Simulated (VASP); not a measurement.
A convergence study with VASP on HgTe (zinc blende): one setting is varied, all else stays as given below, so the limit is that of these other settings.

```
HgTe
1.0
    0.00000     3.23000     3.23000
    3.23000     0.00000     3.23000
    3.23000     3.23000     0.00000
Hg Te
1 1
Direct
  0.00000   0.00000   0.00000
  0.25000   0.25000   0.25000
```

Method: LDA (Ceperley-Alder, Perdew-Zunger), VASP's LDA PAW potentials (set 64) (plane waves; VASP). The tightest run used: 550 eV cut-off, 16×16×16 Γ-centred mesh, tetrahedra with Blöchl corrections, potentials Hg Te.

**Question.** The settings run are 3×3×3 mesh; 4×4×4 mesh; 5×5×5 mesh; 6×6×6 mesh; 7×7×7 mesh; 8×8×8 mesh; 9×9×9 mesh; 10×10×10 mesh; 11×11×11 mesh; 12×12×12 mesh; 13×13×13 mesh; 14×14×14 mesh; 15×15×15 mesh; 16×16×16 mesh. From which on does the stress (every component) stay within 0.1 GPa of the tightest run?

**Answer.** From 6×6×6 mesh on: it is off by 0.07 there and by no more than 0.1 in any finer run, while 5×5×5 mesh is off by 0.18.
```json
[
 {"setting": "3×3×3 mesh", "E (eV/atom)": "-2.3502", "pressure (GPa)": "1.12", "irreducible k-points": "4", "difference judged (GPa)": "1.41"},
 {"setting": "4×4×4 mesh", "E (eV/atom)": "-2.4687", "pressure (GPa)": "0.18", "irreducible k-points": "8", "difference judged (GPa)": "0.47"},
 {"setting": "5×5×5 mesh", "E (eV/atom)": "-2.5014", "pressure (GPa)": "-0.11", "irreducible k-points": "10", "difference judged (GPa)": "0.18"},
 {"setting": "6×6×6 mesh", "E (eV/atom)": "-2.5121", "pressure (GPa)": "-0.22", "irreducible k-points": "16", "difference judged (GPa)": "0.07"},
 {"setting": "7×7×7 mesh", "E (eV/atom)": "-2.5161", "pressure (GPa)": "-0.25", "irreducible k-points": "20", "difference judged (GPa)": "0.04"},
 {"setting": "8×8×8 mesh", "E (eV/atom)": "-2.5178", "pressure (GPa)": "-0.27", "irreducible k-points": "29", "difference judged (GPa)": "0.02"},
 {"setting": "9×9×9 mesh", "E (eV/atom)": "-2.5185", "pressure (GPa)": "-0.28", "irreducible k-points": "35", "difference judged (GPa)": "0.01"},
 {"setting": "10×10×10 mesh", "E (eV/atom)": "-2.5189", "pressure (GPa)": "-0.28", "irreducible k-points": "47", "difference judged (GPa)": "0.01"},
 {"setting": "11×11×11 mesh", "E (eV/atom)": "-2.5191", "pressure (GPa)": "-0.29", "irreducible k-points": "56", "difference judged (GPa)": "0.00"},
 {"setting": "12×12×12 mesh", "E (eV/atom)": "-2.5192", "pressure (GPa)": "-0.29", "irreducible k-points": "72", "difference judged (GPa)": "0.00"},
 {"setting": "13×13×13 mesh", "E (eV/atom)": "-2.5193", "pressure (GPa)": "-0.29", "irreducible k-points": "84", "difference judged (GPa)": "0.00"},
 {"setting": "14×14×14 mesh", "E (eV/atom)": "-2.5193", "pressure (GPa)": "-0.29", "irreducible k-points": "104", "difference judged (GPa)": "0.00"},
 {"setting": "15×15×15 mesh", "E (eV/atom)": "-2.5193", "pressure (GPa)": "-0.29", "irreducible k-points": "120", "difference judged (GPa)": "0.00"},
 {"setting": "16×16×16 mesh", "E (eV/atom)": "-2.5193", "pressure (GPa)": "-0.29", "irreducible k-points": "145", "difference judged (GPa)": "0.00"}
]
```

Left out are rungs that failed or repeat a setting and relaxations that didn't move; long series are thinned to 24 rows.

The compound is HgTe in the zinc blende structure. The cell was not relaxed at this level.
